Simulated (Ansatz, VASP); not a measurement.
# Cross-check of Ti (Titanium) between VASP and Ansatz

One calculation is typed for both programs; each brings its own data sets. How far apart do they land? The cell is taken from a series of runs on this material, whose earlier steps may have relaxed, scaled, displaced or heated it; both programs get it as it stands.

Method: plane waves, with VASP 6.6.1 beside it; zone-centre phonons at LDA, in Ansatz 0.2.0.

**1. Starting point**

Symmetry: P6_3/mmc, No. 194, hexagonal system. Conventional cell: a = 2.844 Å, b = 2.844 Å, c = 4.506 Å, α = 90.00°, β = 90.00°, γ = 120.00°. Nearest to Ti lie 12 Ti at 2.79 to 2.84 Å.

Coordinates:

```cif
data_structure
_symmetry_space_group_name_H-M 'P6_3/mmc'
_symmetry_Int_Tables_number 194
_cell_length_a 2.8436
_cell_length_b 2.8436
_cell_length_c 4.5059
_cell_angle_alpha 90.000
_cell_angle_beta 90.000
_cell_angle_gamma 120.000
_cell_volume 31.55
loop_
_atom_site_label
_atom_site_type_symbol
_atom_site_symmetry_multiplicity
_atom_site_Wyckoff_symbol
_atom_site_fract_x
_atom_site_fract_y
_atom_site_fract_z
_atom_site_occupancy
Ti1 Ti 2 c 0.33333 0.66667 0.25000 1
```

**2. Ansatz: zone-centre phonons, LDA**

Ansatz runs on its PAW soft_1 files.

Second derivatives magnify differences that forces hide, and they need a tight electronic threshold.

File input.yaml:

```yaml
crystal:
  lattice:
    - [2.8436133513, 0.0, 0.0]
    - [-1.4218066756, 2.4626414008, 0.0]
    - [0.0, 0.0, 4.5059346003]
  atoms:
    - { symbol: Ti, position: [0.3333333333, 0.6666666667, 0.25] }
    - { symbol: Ti, position: [0.6666666667, 0.3333333333, 0.75] }
kpoints:
  mp_grid: { grid: [18, 18, 12] }
hamiltonian:
  xc: lda
  pseudopotentials: { kind: paw, azcp: { folder: soft_1 }, xc_functional: pbe }
scf:
  occupations: { method: methfessel_paxton, width: 0.2 }
output:
  eigenvalues: true
phonons:
  method: dfpt
```

Run with:

```sh
ansatz run input.yaml --threads 4 --pin off --max-ram 10240MiB --backend cpu --events-out ev --progress --plain --runs-dir out
```

Numbers of over 12 decimals in the logs are rounded to 6 here.

Output:

```text
zone centre: on kpoints.mp_grid the ground state, and the responses unless they are solved on pairs of k-points, stand on 637 of the mesh's 3888 k-points, reduced under 4 symmetry operations, with k and −k counted as one. Each operation leaves every solved displacement unchanged or reverses it
Engine: ansatz 0.2.0, x86_64-unknown-linux-gnu
Pseudopotentials: kind: paw
Pseudopotential: Ti, paw, valence charge 12, recommended cutoff 420 eV (normal), soft_1/Ti.paw.azcp
Functional definition: SPW92
  exchange = slater_x
  correlation = pw_c
Crystal: 2 atoms, lattice volume = 31.554 Å³
Basis set: ecut = 420 eV, 615 PW (Γ), exchange–correlation on 40×40×64 points (8 copies of the dense FFT grid, shifted against one another)
Bands: 16, of which v1, the nominal top of the filled ones, is band 12 counted from 1 (11 counted from 0)
Symmetry: 24 space group operations
k-points: 637 of 3888 (irreducible under 4 space group operations, time reversal used)
Non-local potential: Ti, projectors of the file, l = 0: 3, l = 1: 2, l = 2: 3, l = 3: 1
PAW form: soft (Blöchl's): semilocal exchange-correlation on the pseudo side does not see the compensation charge
PAW frozen core: Ti, regenerated for the run's functional, and the local potential with it (the file was generated under x = pbe(κ = 0.804, μ = 0.219515), c = pbe(β = 0.066725))
PAW one-centre angular grid: Ti, 590 points (default); XC on 64 Gauss nodes
Initial density: superposition of atomic densities (chi_scale 0.1, normalization cell)
Initial wavefunctions: pseudopotential atomic-orbital guess
Functional: x = slater, c = lda
SCF iter   1: F=—  HF=-4901.013488 eV  |F-HF|=—  |Δ(HF+E_count)|=         —  Δρ=6.12e-2  dr2=1.16e0  ethr=3.10e-3  ⟨swp⟩=4.4  Hψ=90403  notcnv=0
automatic band count: the SCF goes on with 20 bands, as 16 were too few: they end inside the smearing window of the response
preconditioner: auto → none  [metal: Δε(μ)=0.012 eV  Ē_g=4.890 eV  σ=0.200 eV  W_gap=0.05  n_scr=8 (ndim 8)  ℏωp=18.7 eV  f_vac=0.000  D(μ)=1.55/eV (n_scr^D=22)  sad-step TF]
SCF iter   2: F=—  HF=-4900.740005 eV  |F-HF|=—  |Δ(HF+E_count)|=   2.73e-1  S|Δr|=    0.00e0  Δρ=3.44e-2  dr2=3.87e-1  ethr=3.10e-3  ⟨swp⟩=2.0  Hψ=21446  notcnv=0  defer=905
SCF iter   3: F=—  HF=-4900.610308 eV  |F-HF|=—  |Δ(HF+E_count)|=   1.30e-1  S|Δr|=    0.00e0  Δρ=1.25e-3  dr2=2.95e-4  ethr=1.61e-3  ⟨swp⟩=2.9  Hψ=22452  notcnv=0  defer=905
SCF iter   4: F=—  HF=-4900.610343 eV  |F-HF|=—  |Δ(HF+E_count)|=   3.45e-5  S|Δr|=    0.00e0  Δρ=1.10e-4  dr2=2.50e-6  ethr=1.23e-6  ⟨swp⟩=2.7  Hψ=21744  notcnv=0  defer=877
SCF iter   5: F=—  HF=-4900.610347 eV  |F-HF|=—  |Δ(HF+E_count)|=   4.59e-6  S|Δr|=    0.00e0  Δρ=5.56e-5  dr2=6.62e-7  ethr=1.04e-8  ⟨swp⟩=2.0  Hψ=20309  notcnv=0  defer=877
SCF iter   6: F=—  HF=-4900.610347 eV  |F-HF|=—  |Δ(HF+E_count)|=   1.79e-7  S|Δr|=    0.00e0  Δρ=8.94e-6  dr2=1.28e-8  ethr=2.76e-9  ⟨swp⟩=3.0  Hψ=19496  notcnv=0  defer=877
SCF iter   7: F=—  HF=-4900.610347 eV  |F-HF|=—  |Δ(HF+E_count)|=   5.81e-9  S|Δr|=    0.00e0  Δρ=8.18e-7  dr2=1.15e-10  ethr=5.33e-11  ⟨swp⟩=3.0  Hψ=19940  notcnv=0  defer=877
SCF iter   8: F=-4900.610347 eV  HF=-4900.610347 eV  |F-HF|=9.09e-13  |Δ(HF+E_count)|=  7.28e-11  S|Δr|=    0.00e0  Δρ=2.71e-8  dr2=1.16e-13  ethr=1.00e-12  ⟨swp⟩=8.7  Hψ=50147  notcnv=0
SCF 1 converged in 8 iterations: F = -4900.610347 eV  dr2 = 1.16e-13
  greatest PAW one-centre occupation: 0.998 electrons in one spin orbital (limit 2), on the Ti atom at site 1 (counted from 0), in its partial waves of l = 0
DFPT response loops at Γ: preconditioner auto → Kerker (q_TF=auto, 2.607 Å⁻¹) (partly filled bands, converged f_vac=0.000); β = 1.00, the filter's whole step (`scf.mixing.beta` (0.50) is not read by the response loops under this deck's `scf.mixing.preconditioner`; to damp them name `kerker` or `kerker_dos`, under which they read `scf.mixing.beta`, and type it under 1.00, their step now; both keys bind the ground state too); Broyden in place of MSR1
SCF converged after 8 iterations
Stability not checked: this state was not tested for a lower state beside it, because cold or Methfessel-Paxton smearing, or corrected tetrahedra, fill the levels in a way that the test cannot read (fill_not_monotonic; see scf.lower_state_search)
Free energy (F): -4900.610347 eV
Harris-Foulkes:  -4900.610347 eV  (|F-HF|=9.09e-13)
Internal energy: -4900.613701 eV  (E = F + TS)
E sigma→0 (E₀):  -4900.611186 eV
Entropy (-TS):   0.003353 eV (1.677 meV/atom)
Fermi energy:    14.546830 eV
--- Per-component energies (eV) ---
  E_band       = -279.473011
  E_kinetic    = 567.015397
  E_local      = -1648.328935  (includes V_loc(G=0)·N_el)
  E_nonlocal   = 130.450297
  E_hartree    = 657.421876
  E_xc         = -231.653751
  E_vxc        = -291.909963  (∫ρ·V_xc dr)
  E_paw        = -1988.714639  (= ΣΔE_a)
  E_vpaw       = -351.543423  (= ΣTr[D̂ρ^β])
  E_aug_tail   = -0.000150  (compensation charges beyond the density's cutoff)
  E_ewald      = -2387.455697
  E_core_change = 0.651901  (= ΣΔE_core)
  E_smearing   = 0.003353  (= −TS)
  E_closure    = -0.000000  (closes the sum)
  Σ components = -4900.610347   (vs F -4900.610347, Δ=0.00e0)
--- Band table (eV; the first three rows and the last of 637) ---
  k-point 0: bands = [... 8 lower, 8.2377, 11.6186, 15.3293, 15.3293, 15.4729, 15.6903, 15.9042, 15.9042, ... 4 higher]
  k-point 1: bands = [... 8 lower, 8.3021, 11.6036, 15.2936, 15.2936, 15.4360, 15.5632, 15.8662, 15.8662, ... 4 higher]
  k-point 2: bands = [... 8 lower, 8.4922, 11.5439, 15.2203, 15.2203, 15.2489, 15.3298, 15.7632, 15.7632, ... 4 higher]
  k-point 636: bands = [... 8 lower, 12.3824, 12.3824, 13.9304, 13.9304, 14.4612, 14.4612, 16.2233, 16.2233, ... 4 higher]
--- Phonons (Γ-DFPT): 2 representative perturbations + reference, on 637 of 3888 k-points (Σ response iterations 6) ---
  k mesh reduced under 4 symmetry operations, with k and −k counted as one. Each operation leaves every solved displacement unchanged or reverses it
  ASR residual: 1.348e-5 → 0.000e0 eV/Å²; symmetrization residual: 4.340e-10 eV/Å²
  ASR residual per site (eV/Å²): 1.35e-5 1.35e-5
  Γ frequencies (cm⁻¹): 0.00 0.00 0.00 110.95 110.95 215.42
  non-analytic LO–TO correction: not included (Born effective charges unavailable; polar crystals: no LO–TO splitting at Γ)
```

The column dr2 measures how far the density is from self-consistency, as an energy; F and HF (Harris–Foulkes) agree once it is small.

(Part 1 of 2 ends here.)

[Lines on the potential files, build, host, timing and source positions are cut from VASP's logs without a mark.]

[Logs are printed without paths, hosts, clocks, repeated set-up lines and the standing remarks that a program may print on its own settings, such as how far it seeks lower states.]

[Hosts, paths, dates, database ids (printed as entryN), source tags and the programs' standing remarks are cut or masked in the printed files.]
